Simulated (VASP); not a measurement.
A run of VASP 6.6.1:

File POSCAR:

```
Cu                                      
1.0
    0.0000000000      1.7848606275      1.7848606275
    1.7848606275      0.0000000000      1.7848606275
    1.7848606275      1.7848606275      0.0000000000
  Cu            
     1
Direct
     0.0000000000000000    0.0000000000000000    0.0000000000000000
```

The input INCAR.step1:

```
SYSTEM = Cu
PREC = Accurate ; ENCUT = 520
EDIFF = 1E-6 ; ISMEAR = 1
SIGMA = 0.1 ; LREAL = .False.
LASPH = .True. ; NELM = 80
ALGO = Normal ; ISIF = 2
LWAVE = .False. ; LCHARG = .True.
LMAXMIX = 4 ; GGA = PE
NBANDS = 12
```

The input KPOINTS.step1:

```
Automatic mesh
0
Gamma
  18 18 18
  0 0 0
```

Contents of INCAR.step2:

```
SYSTEM = Cu
PREC = Accurate ; ENCUT = 520
EDIFF = 1E-6 ; ISMEAR = -5
SIGMA = 0.1 ; LREAL = .False.
LASPH = .True. ; NELM = 80
ALGO = Normal ; ISIF = 2
LWAVE = .False. ; LCHARG = .False.
LMAXMIX = 4 ; GGA = PE
LORBIT = 11 ; NBANDS = 12
NEDOS = 1001 ; ICHARG = 11
```

File KPOINTS.step2:

```
Automatic mesh
0
Gamma
  27 27 27
  0 0 0
```

Potentials or basis: VASP PAW PBE potentials, release 64 (Cu).

The run is started by

```bash
$ cat potpaw_PBE.64/Cu/POTCAR > POTCAR
$ cp INCAR.step1 INCAR
$ cp KPOINTS.step1 KPOINTS
$ mpirun -np 1 vasp_std > vasp.out
$ cp INCAR.step2 INCAR
$ cp KPOINTS.step2 KPOINTS
$ mpirun -np 1 vasp_std > vasp.out
```

Hardware: 1 thread of AMD EPYC 9R45 (Zen 5), on a shared host.

Problem. How long does it take, and how much memory?

Solution. It took 40 s on 1 thread of AMD EPYC 9R45 (Zen 5), with other jobs on the host, peak memory 0.15 GiB. Counts: scf iterations 7, k points 560.
